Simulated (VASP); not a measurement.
Method: modified Becke-Johnson potential (mBJ), VASP's PBE PAW potentials (set 64) (plane waves; VASP 6.6.1).

The input files of a VASP run:

**KPOINTS**
```
K-points
0
G
 4 4 4
0 0 0
```

### POSCAR
```
BaZrO3
1
    4.2365739824     0.0000000000     0.0000000000
    0.0000000000     4.2365739824     0.0000000000
    0.0000000000     0.0000000000     4.2365739824
Ba Zr O
1 1 3
Direct
  0.0000000000   0.0000000000   0.0000000000
  0.5000000000   0.5000000000   0.5000000000
  0.5000000000   0.0000000000   0.5000000000
  0.0000000000   0.5000000000   0.5000000000
  0.5000000000   0.5000000000   0.0000000000
```

### INCAR
```
METAGGA=MBJ
ISIF=0
EDIFF=1E-6   # SCF stop (eV)
NELM=200
SIGMA=0.05
ISMEAR=0
LMAXMIX=4
LCHARG=.FALSE.
SYSTEM=BaZrO3
LWAVE=.FALSE.
LREAL=.FALSE.
LASPH=.TRUE.   # aspherical one-centre terms
ALGO=Normal   # blocked Davidson
ENCUT=520   # plane-wave cut-off (eV)
PREC=Accurate
LMIXTAU=.TRUE.
```

KPOINTS_OPT:
```
k-points along high-symmetry lines
11
Line-mode
Reciprocal
  0.000000   0.000000   0.000000 ! GAMMA
  0.000000   0.500000   0.000000 ! X

  0.000000   0.500000   0.000000 ! X
  0.500000   0.500000   0.000000 ! M

  0.500000   0.500000   0.000000 ! M
  0.000000   0.000000   0.000000 ! GAMMA

  0.000000   0.000000   0.000000 ! GAMMA
  0.500000   0.500000   0.500000 ! R

  0.500000   0.500000   0.500000 ! R
  0.000000   0.500000   0.000000 ! X

  0.500000   0.500000   0.500000 ! R
  0.500000   0.500000   0.000000 ! M
```

POTCAR, in this order: Ba_sv Zr_sv O (PBE.64 set). Program: vasp_std. Read from the step before: WAVECAR.

Task: What will the output report for the number of irreducible k-points (NKPTS), largest plane-wave count, number of space-group operations, FFT grid (NGX, NGY, NGZ)?

Result: 
| Property | Value |
|---|---|
| number of irreducible k-points (NKPTS) | 10 |
| largest plane-wave count | 2103 |
| number of space-group operations | 48 |
| FFT grid (NGX, NGY, NGZ) | 32 × 32 × 32 |

The compound is BaZrO3 in the cubic perovskite structure. It was relaxed first. The cell's shape comes from a PBE relaxation.
